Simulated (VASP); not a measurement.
An input for Quantum ESPRESSO's pw.x (written as the equivalent of a VASP run, and not itself run):

```
&CONTROL
  calculation = 'scf'
  pseudo_dir = './pseudo'
  outdir = './out'
  tprnfor = .true.
  tstress = .true.
/
&SYSTEM
  ibrav = 0
  nat = 2
  ntyp = 2
  ecutwfc = 88
  occupations = 'smearing'
  smearing = 'gaussian'
  degauss = 0.003675
  input_dft = 'pbe'
/
&ELECTRONS
  conv_thr = 7.3e-08
  electron_maxstep = 100
/
ATOMIC_SPECIES
  Be 9.012 Be.upf
  Te 127.600 Te.upf
CELL_PARAMETERS angstrom
     0.0000000    2.8314600    2.8314600
     2.8314600    0.0000000    2.8314600
     2.8314600    2.8314600    0.0000000
ATOMIC_POSITIONS crystal
  Be  -0.0031910 -0.0051380  0.0044720
  Te   0.7531910  0.7551380  0.7455280
K_POINTS automatic
  5 5 5 0 0 1
```

**Question.** Write the VASP files for the same calculation (PBE).

**Answer.** This is not unique; one that fits is 
INCAR:
```
ALGO = Normal
EDIFF = 1E-6
ENCUT = 300
GGA = PE
ISIF = 2
ISMEAR = 0
LASPH = .True.
LCHARG = .False.
LMAXMIX = 4
LREAL = .False.
LWAVE = .False.
NELM = 100
PREC = Accurate
SIGMA = 0.05
SYSTEM = BeTe
```

### KPOINTS
```
Automatic
0
Gamma
5 5 5
0 0 0.5
```

**POSCAR**
```
BeTe
1
    0.0000000000     2.8314600000     2.8314600000
    2.8314600000     0.0000000000     2.8314600000
    2.8314600000     2.8314600000     0.0000000000
Be Te
1 1
Direct
 -0.0031910000  -0.0051380000   0.0044720000
  0.7531910000   0.7551380000   0.7455280000
```

POTCAR, in this order: Be Te (PBE.64 set). Program: vasp_std.

Limits of the translation: the potentials are each code's own (VASP's PAW set, PseudoDojo norm-conserving files in pw.x), so ENCUT and ecutwfc are chosen apart and not converted; conv_thr bounds pw.x's estimated SCF error, while EDIFF bounds the energy change between steps.

The structure comes from a computed database's BeTe entry; how it stands against other phases isn't given here. The cell was not relaxed at this level, atoms are displaced from their ideal sites. The run is one of a series of settings (KPOINTS 5×5×5 Γ-centred mesh shifted by (0, 0, 0.5) against the base run), some of them coarse on purpose.
